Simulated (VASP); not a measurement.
All values below come from r2SCAN meta-GGA, VASP's PBE PAW potentials (set 64) (plane waves; VASP).

VASP ran on this input.

POSCAR:
```
Ge
1
    0.0000000000     2.8324706227     2.8324706227
    2.8324706227     0.0000000000     2.8324706227
    2.8324706227     2.8324706227     0.0000000000
Ge
2
Direct
  0.0000000000   0.0000000000   0.0000000000
  0.2500000000   0.2500000000   0.2500000000
```

**INCAR**
```
! general
SYSTEM =Ge
PREC   =Accurate
ENCUT  =480
LREAL  =.False.
LASPH  =.True.

! electronic loop
EDIFF  =1E-7
NELM   =100
ALGO   =Normal
LMAXMIX=4
LMIXTAU=.True.

! smearing
ISMEAR =0
SIGMA  =0.05

! functional
METAGGA=R2SCAN

! ions
ISIF   =2

! output
LWAVE  =.False.
LCHARG =.False.
```

**KPOINTS**
```
Automatic mesh
0
Gamma
8 8 8
0 0 0
```

POTCAR, in this order: Ge_d (PBE.64 set). Program: vasp_std.

Task: Predict the energy per atom (σ→0), band gap (on the k-mesh).

Result: 
| Quantity | Value |
|---|---|
| energy per atom (σ→0) | -13.867 eV/atom |
| band gap (on the k-mesh) | 0.37 eV |

**OSZICAR**
```
...
DAV:  15    -0.277334460332E+02   -0.19512E-04   -0.12779E-05  1060   0.510E-02    0.193E-03
DAV:  16    -0.277334449131E+02    0.11200E-05   -0.23235E-06  1072   0.161E-02    0.156E-03
DAV:  17    -0.277334452574E+02   -0.34430E-06   -0.90044E-08   934   0.311E-03    0.138E-03
DAV:  18    -0.277334460678E+02   -0.81037E-06   -0.23009E-07   810   0.439E-03    0.631E-04
DAV:  19    -0.277334473136E+02   -0.12458E-05   -0.61183E-08   782   0.318E-03    0.214E-04
DAV:  20    -0.277334469109E+02    0.40270E-06   -0.14411E-08   532   0.148E-03    0.144E-04
DAV:  21    -0.277334469614E+02   -0.50461E-07   -0.27955E-09   522   0.974E-04
   1 F= -.27733447E+02 E0= -.27733447E+02  d E =-.264042E-09
```

The compound is Ge in the diamond structure. It was relaxed first.
